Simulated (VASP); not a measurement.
All values below come from r2SCAN meta-GGA, VASP's PBE PAW potentials (set 64) (plane waves; VASP 6.6.1).

VASP ran on this input.

File KPOINTS:
```
K-points
0
Gamma
 14 14 8
0 0 0
```

### POSCAR
```
Os
1
    1.3650000000    -2.3642490000     0.0000000000
    1.3650000000     2.3642490000     0.0000000000
    0.0000000000     0.0000000000     4.3200000000
Os
2
Direct
  0.3333330000   0.6666670000   0.2500000000
  0.6666670000   0.3333330000   0.7500000000
```

### INCAR
```
SYSTEM = Os
PREC = Accurate
ENCUT = 520
EDIFF = 1E-6
NELM = 100
ALGO = Normal
LREAL = .FALSE.
LASPH = .TRUE.
ISMEAR = 1
SIGMA = 0.1
METAGGA = R2SCAN
LMIXTAU = .TRUE.
LMAXMIX = 6
LWAVE = .FALSE.
LCHARG = .FALSE.
IBRION = 2
ISIF = 3
NSW = 60
EDIFFG = -0.01
```

POTCAR, in this order: Os (PBE.64 set). Program: vasp_std.

Output

File OSZICAR:
```
       N       E                     dE             d eps       ncg     rms          rms(c)
DAV:   1     0.276945581444E+02    0.27695E+02   -0.80107E+03  2880   0.134E+03
DAV:   2    -0.100949642354E+03   -0.12864E+03   -0.11634E+03  3032   0.418E+02
DAV:   3    -0.108473695424E+03   -0.75241E+01   -0.69424E+01  3488   0.835E+01
DAV:   4    -0.108660663601E+03   -0.18697E+00   -0.18531E+00  3028   0.138E+01
DAV:   5    -0.108662724341E+03   -0.20607E-02   -0.20592E-02  3392   0.120E+00    0.225E+01
DAV:   6    -0.106254844350E+03    0.24079E+01   -0.73884E-01  2968   0.836E+00    0.116E+01
DAV:   7    -0.105083452935E+03    0.11714E+01   -0.25269E+00  3248   0.148E+01    0.280E+00
DAV:   8    -0.105855605154E+03   -0.77215E+00   -0.40203E-01  3096   0.597E+00    0.299E-01
DAV:   9    -0.105997202017E+03   -0.14160E+00   -0.81532E-02  3160   0.257E+00    0.339E-01
DAV:  10    -0.105997203414E+03   -0.13966E-05   -0.29890E-03  3024   0.544E-01    0.171E-01
DAV:  11    -0.105997119980E+03    0.83434E-04   -0.19692E-03  3100   0.388E-01    0.705E-02
DAV:  12    -0.105997818720E+03   -0.69874E-03   -0.14578E-04  2916   0.142E-01    0.805E-02
DAV:  13    -0.105997872976E+03   -0.54255E-04   -0.56371E-05  2972   0.739E-02    0.303E-02
DAV:  14    -0.105997902407E+03   -0.29432E-04   -0.10992E-05  3068   0.352E-02    0.125E-02
DAV:  15    -0.105997904366E+03   -0.19590E-05   -0.14224E-06  1656   0.142E-02    0.316E-03
DAV:  16    -0.105997903556E+03    0.81065E-06   -0.32419E-07  1452   0.636E-03
   1 F= -.10599790E+03 E0= -.10599750E+03  d E =-.105998E+03
       N       E                     dE             d eps       ncg     rms          rms(c)
DAV:   1    -0.106034961750E+03   -0.37057E-01   -0.29585E+00  2900   0.150E+01    0.362E+00
DAV:   2    -0.105970107666E+03    0.64854E-01   -0.86320E-02  3128   0.314E+00    0.167E+00
DAV:   3    -0.105956558819E+03    0.13549E-01   -0.45003E-02  3376   0.210E+00    0.109E-01
DAV:   4    -0.105958176315E+03   -0.16175E-02   -0.21238E-03  2968   0.491E-01    0.843E-02
DAV:   5    -0.105958691571E+03   -0.51526E-03   -0.11232E-03  2900   0.406E-01    0.103E-01
DAV:   6    -0.105959178792E+03   -0.48722E-03   -0.30961E-04  2984   0.203E-01    0.268E-02
DAV:   7    -0.105959164038E+03    0.14753E-04   -0.69525E-05  3444   0.855E-02    0.258E-02
DAV:   8    -0.105959184718E+03   -0.20680E-04   -0.20694E-05  3220   0.437E-02    0.354E-03
DAV:   9    -0.105959186350E+03   -0.16316E-05   -0.81733E-07  1460   0.100E-02    0.175E-03
DAV:  10    -0.105959186376E+03   -0.26600E-07   -0.16057E-07  1452   0.366E-03
   2 F= -.10595919E+03 E0= -.10595863E+03  d E =0.387172E-01
       N       E                     dE             d eps       ncg     rms          rms(c)
DAV:   1    -0.106048931450E+03   -0.89745E-01   -0.19157E+00  2892   0.124E+01    0.298E+00
DAV:   2    -0.106007754379E+03    0.41177E-01   -0.52608E-02  3180   0.258E+00    0.133E+00
DAV:   3    -0.105999196999E+03    0.85574E-02   -0.28260E-02  3304   0.169E+00    0.876E-02
DAV:   4    -0.106000125604E+03   -0.92860E-03   -0.95902E-04  2980   0.329E-01    0.704E-02
DAV:   5    -0.106000216629E+03   -0.91026E-04   -0.42514E-04  2880   0.251E-01    0.674E-02
DAV:   6    -0.106000509505E+03   -0.29288E-03   -0.16958E-04  3048   0.150E-01    0.156E-02
DAV:   7    -0.106000498791E+03    0.10714E-04   -0.32478E-05  3424   0.598E-02    0.201E-02
DAV:   8    -0.106000509320E+03   -0.10529E-04   -0.11538E-05  3080   0.341E-02    0.245E-03
DAV:   9    -0.106000509170E+03    0.15061E-06   -0.42187E-07  1444   0.721E-03
   3 F= -.10600051E+03 E0= -.10600008E+03  d E =-.260561E-02
       N       E                     dE             d eps       ncg     rms          rms(c)
DAV:   1    -0.106001527024E+03   -0.10177E-02   -0.12887E-01  2916   0.325E+00    0.220E-01
DAV:   2    -0.106000303426E+03    0.12236E-02   -0.13607E-03  3508   0.507E-01    0.105E-01
DAV:   3    -0.106000175508E+03    0.12792E-03   -0.39982E-04  2924   0.193E-01    0.175E-02
DAV:   4    -0.106000244459E+03   -0.68951E-04   -0.96216E-05  3088   0.961E-02    0.134E-02
DAV:   5    -0.106000268270E+03   -0.23811E-04   -0.32834E-05  2972   0.764E-02    0.606E-03
DAV:   6    -0.106000279480E+03   -0.11210E-04   -0.22939E-06  2360   0.217E-02    0.226E-03
DAV:   7    -0.106000280566E+03   -0.10865E-05   -0.68710E-07  1460   0.895E-03    0.160E-03
DAV:   8    -0.106000280753E+03   -0.18681E-06   -0.69918E-08  1452   0.296E-03
   4 F= -.10600028E+03 E0= -.10599978E+03  d E =0.228417E-03
       N       E                     dE             d eps       ncg     rms          rms(c)
DAV:   1    -0.106001185873E+03   -0.90531E-03   -0.43051E-02  2928   0.187E+00    0.129E-01
DAV:   2    -0.106000770307E+03    0.41557E-03   -0.45394E-04  3492   0.294E-01    0.614E-02
DAV:   3    -0.106000723663E+03    0.46644E-04   -0.13462E-04  2928   0.112E-01    0.101E-02
DAV:   4    -0.106000742280E+03   -0.18617E-04   -0.31375E-05  3084   0.550E-02    0.775E-03
DAV:   5    -0.106000752877E+03   -0.10598E-04   -0.10882E-05  2968   0.440E-02    0.357E-03
DAV:   6    -0.106000755046E+03   -0.21683E-05   -0.85185E-07  1536   0.133E-02    0.125E-03
DAV:   7    -0.106000755949E+03   -0.90389E-06   -0.27590E-07  1444   0.584E-03
   5 F= -.10600076E+03 E0= -.10600030E+03  d E =-.246780E-03
```

**OUTCAR**
```
------------------------ aborting loop because EDIFF is reached ----------------------------------------
  FORCE on cell =-STRESS in cart. coord.  units (eV):
  Direction    XX          YY          ZZ          XY          YZ          ZX
  --------------------------------------------------------------------------------------
  Total       -0.0061826     -0.0061826     -0.0017473     -0.0000000      0.0000000      0.0000000
  in kB       -0.3525561     -0.3525560     -0.0996394     -0.0000000      0.0000000      0.0000000
  external PRESSURE =      -0.2682505 kB  Pullay stress =       0.0000000 kB
  volume of cell :       28.10
      direct lattice vectors                 reciprocal lattice vectors
     1.370682005 -2.374090518  0.000000000     0.364781910 -0.210606966  0.000000000
     1.370682005  2.374090518 -0.000000000     0.364781910  0.210606966  0.000000000
    -0.000000000  0.000000000  4.317068477     0.000000000  0.000000000  0.231638670
 POSITION                                       TOTAL-FORCE (eV/Angst)
 -----------------------------------------------------------------------------------
      1.37068      0.79137      1.07927         0.000000      0.000000      0.000000
      1.37068     -0.79137      3.23780        -0.000000     -0.000000      0.000000
 -----------------------------------------------------------------------------------
    total drift:                               -0.000000      0.000025     -0.000020
  FREE ENERGIE OF THE ION-ELECTRON SYSTEM (eV)
  ---------------------------------------------------
  free  energy   TOTEN  =      -106.0007559494 eV

  energy  without entropy=     -105.9993992757  energy(sigma->0) =     -106.00030372

 reached required accuracy - stopping structural energy minimisation
```
(Selected blocks of OUTCAR.)

CONTCAR:
```
Os
   1.00000000000000
     1.3706820054181599   -2.3740905176701621    0.0000000000000000
     1.3706820054181599    2.3740905176701621   -0.0000000000000000
    -0.0000000000000000    0.0000000000000000    4.3170684773388786
  Os
     2
Direct
     0.3333330000000032    0.6666669999999968    0.2500000000000000
     0.6666669999999968    0.3333330000000032    0.7500000000000000
```

The compound is Os in the hcp structure. This run relaxes it. Symmetry was kept, so distortions that lower it aren't found.
